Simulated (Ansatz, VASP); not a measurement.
**One calculation of Sr3PRh, two programs**

Contents of INCAR:

```
SYSTEM = Sr3PRh
ALGO = Normal ; EDIFF = 1E-7
ENCUT = 520 ; GGA = PE
ISIF = 2 ; ISMEAR = 0
LASPH = .TRUE. ; LCHARG = .FALSE.
LREAL = .FALSE. ; LWAVE = .FALSE.
NBANDS = 33 ; NELM = 100
PREC = Accurate ; SIGMA = 0.1
```

The input KPOINTS:

```
k-points
0
G
  8 8 8
  0 0 0
```

File POSCAR:

```
Sr3PRh
1.0
    5.5521158834      0.0000000000      0.0000000000
    0.0000000000      5.5521158834      0.0000000000
    0.0000000000      0.0000000000      5.5521158834
Sr P Rh
3 1 1
Direct
    0.5000000000      0.0000000000      0.0000000000
    0.0000000000      0.5000000000      0.0000000000
    0.0000000000      0.0000000000      0.5000000000
    0.5000000000      0.5000000000      0.5000000000
    0.0000000000      0.0000000000      0.0000000000
```

Input for Ansatz:

```yaml
crystal:
  lattice:
    - [5.5521158834, 0.0, 0.0]
    - [0.0, 5.5521158834, 0.0]
    - [0.0, 0.0, 5.5521158834]
  atoms:
    - { symbol: Sr, position: [0.5, 0.0, 0.0] }
    - { symbol: Sr, position: [0.0, 0.5, 0.0] }
    - { symbol: Sr, position: [0.0, 0.0, 0.5] }
    - { symbol: P, position: [0.5, 0.5, 0.5] }
    - { symbol: Rh, position: [0.0, 0.0, 0.0] }
basis:
  ecutwfc: 420
kpoints:
  mp_grid: { grid: [8, 8, 8] }
  band_path:
    path:
      - [[0.0, 0.0, 0.0], [0.0, 0.5, 0.0], [0.5, 0.5, 0.0], [0.0, 0.0, 0.0], [0.5, 0.5, 0.5], [0.0, 0.5, 0.0]]
      - [[0.5, 0.5, 0.5], [0.5, 0.5, 0.0]]
    npoints: 14
hamiltonian:
  xc: pbe
scf:
  occupations: { method: gaussian, width: 0.1 }
  n_extra_bands: 12
output:
  forces: true
  stress: true
  eigenvalues: true
  populations: true
  dos: { projected: true, de: 0.02, nscf_kmesh: { grid: [10, 10, 10] } }
  bader: true
  write_density: true
  write_potential: true
  elf: true
  volumetric_format: npy
```

The cell was built by a generator and needn't be a form met in nature.

Alike in both runs: task single point; functional PBE; k mesh 8 × 8 × 8; occupations gaussian, width 0.1 eV; no spin polarisation.

|  | VASP | Ansatz |
| --- | --- | --- |
| version | VASP 6.6.1 | Ansatz 0.2.0 |
| potentials or method | VASP PAW PBE potentials, release 64 (Sr_sv, P, Rh_pv) | scalar-relativistic, plane waves, PAW |
| plane-wave cutoff (eV) | 520 | 420 |
| valence electrons in the cell | 50 | 52 |

```csv
,VASP,Ansatz,Ansatz less VASP
gap on the k mesh at the Fermi level (eV),none,none,-
pressure (GPa),0.3,0.0,-0.23
```

A gap of «none» marks a metal or a gap that the smearing closes. With one functional, cell and mesh, what is left measures potentials, basis and numerics. The two sets of potentials don't hold the same shells in valence.
